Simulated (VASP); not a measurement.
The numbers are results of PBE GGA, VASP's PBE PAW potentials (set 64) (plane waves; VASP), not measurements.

VASP ran on this input.

### INCAR
```
SYSTEM = CsI
PREC = Accurate; ENCUT = 400; LREAL = F
LASPH = T
EDIFF = 1E-6; NELM = 100; ALGO = Normal
LMAXMIX = 4
ISMEAR = 0; SIGMA = 0.05
GGA = PE
IBRION = 2; NSW = 60; ISIF = 3
EDIFFG = -0.01
LWAVE = F; LCHARG = F
```

POSCAR:
```
CsI
1.0
  4.6687845996   0.0000000000   0.0000000000
  0.0000000000   4.6687845996   0.0000000000
  0.0000000000   0.0000000000   4.6687845996
Cs I
1 1
Direct
  0.0000000000   0.0000000000   0.0000000000
  0.5000000000   0.5000000000   0.5000000000
```

File KPOINTS:
```
Automatic mesh
0
Gamma
5 5 5
0 0 0
```

POTCAR, in this order: Cs_sv I (PBE.64 set). Program: vasp_std.

Problem. What will the output report for the number of irreducible k-points (NKPTS), number of bands (NBANDS), largest plane-wave count, number of space-group operations, FFT grid (NGX, NGY, NGZ)?

Solution. 
```json
{
  "number of irreducible k-points (NKPTS)": "10",
  "number of bands (NBANDS)": "12",
  "largest_plane_wave_count": "1863",
  "number_of_space_group_operations": "48",
  "FFT grid (NGX, NGY, NGZ)": "30 × 30 × 30"
}
```

The compound is CsI in the CsCl type structure. It was relaxed first, which changed the volume by +7 %. The start is the result of an earlier pass.
